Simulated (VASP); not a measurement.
```yaml
crystal:
  lattice:
    - [5.70197, -0.01354, -0.01354]
    - [-0.01354, 5.70197, -0.01354]
    - [-0.01354, -0.01354, 5.70197]
  atoms:
    - { symbol: Sn, position: [0.98808, 0.98808, 0.98808] }
    - { symbol: Sn, position: [0.26192, 0.26192, 0.26192] }
    - { symbol: Si, position: [0.51097, 0.51097, 0.98767] }
    - { symbol: Si, position: [0.73903, 0.73903, 0.26233] }
    - { symbol: Si, position: [0.51097, 0.98767, 0.51097] }
    - { symbol: Si, position: [0.73903, 0.26233, 0.73903] }
    - { symbol: Si, position: [0.98767, 0.51097, 0.51097] }
    - { symbol: Si, position: [0.26233, 0.73903, 0.73903] }
```

These are PBEsol GGA, VASP's PBE PAW potentials (set 64) (plane waves; VASP) values and carry that method's errors. Numerical set-up: 400 eV cut-off, Gaussian smearing of 0.050 eV, potentials Sn_d Si.

Unless said otherwise, spin-orbit coupling is left out, though it shifts the bands of the heavy elements here.

**Question.** What does the run give for the band gap (along the path) with the smallest direct gap where there is one?

**Answer.** 
```
Quantity                                                     Result
-------------------------  ----------------------------------------
band gap (along the path)  none (metal, semimetal or under 0.01 eV)
```

The absolute energy has meaning only against runs of the same code, potentials and settings.

The structure was generated: Sn2Si6 was put into an ordered model structure (R-3m), which need not be its known phase. It was relaxed first.
